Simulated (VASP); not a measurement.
Set up this calculation in VASP 6.6.1, as the native input.

```yaml
Task: relaxation of cell and atoms
Functional: PBE
Potentials_or_basis: VASP PAW PBE potentials, release 64 (Be, Cd, S)
Cutoff: 520 eV
k_mesh: 10 × 10 × 10
Occupations: gaussian, width 0.03 eV
Spin: no spin polarisation
Further_INCAR_settings: ALGO = Normal; EDIFF = 1e-07; IBRION = 2; POTIM = 0.3; EDIFFG = -0.005; NSW = 60; ISIF = 3
```

The structure of Be2CdS3 lies in POSCAR:

```
Be2CdS3                                 
1.0
   -1.8116159200      1.8116159200      8.1405038592
    1.8116159200     -1.8116159200      8.1405038592
    1.8116159200      1.8116159200     -8.1405038592
  Be              Cd              S             
     2     1     3
Direct
     0.6777295607241759    0.6777295607241759    0.0000000000000000
     0.3222704392758242    0.3222704392758242    0.0000000000000000
     1.0000000000000000    1.0000000000000000    1.0000000000000000
     0.6079128955251126    0.1079128955251126    0.5000000000000000
     0.8920871044748874    0.3920871044748874    0.5000000000000000
     0.2500000000000000    0.7500000000000000    0.5000000000000000
```

The cell was built by a generator and needn't be a form met in nature.

One way to write it, as run:

INCAR

```
SYSTEM = Be2CdS3
PREC     = Accurate       ! precision mode
ENCUT    = 520            ! plane-wave cutoff, eV
EDIFF    = 1E-7           ! SCF threshold, eV
ISMEAR   = 0              ! smearing method
SIGMA    = 0.03           ! smearing width, eV
LREAL    = .FALSE.        ! projectors in reciprocal space
LASPH    = .TRUE.         ! aspherical terms in the spheres
NELM     = 120            ! most SCF steps
ALGO     = Normal         ! electronic algorithm
ISIF     = 3              ! what is computed and relaxed
LWAVE    = .FALSE.        ! write WAVECAR
LCHARG   = .FALSE.        ! write CHGCAR
GGA      = PE             ! functional
IBRION   = 2              ! ionic algorithm
NSW      = 60             ! ionic steps
EDIFFG   = -0.005         ! ionic threshold
POTIM    = 0.3            ! step
KPAR     = 4
```

KPOINTS

```
Automatic mesh
0
G
  10 10 10
  0 0 0
```

Potentials or basis: VASP PAW PBE potentials, release 64 (Be, Cd, S).

Launch:

```console
$ cat potpaw_PBE.64/Be/POTCAR potpaw_PBE.64/Cd/POTCAR potpaw_PBE.64/S/POTCAR > POTCAR
$ mpirun -np 4 vasp_std > vasp.out
```

It gave:

The pressure after relaxing is 0.0 GPa and the band gap on the k mesh is 2.57 eV, direct.

Caveat: the relaxation stopped at its first step, so nothing moved.

Run time: 4.9 min on 4 MPI ranks on Intel(R) Xeon(R) Platinum 8488C (Sapphire Rapids) (shared host), peak memory 0.69 GiB a rank.
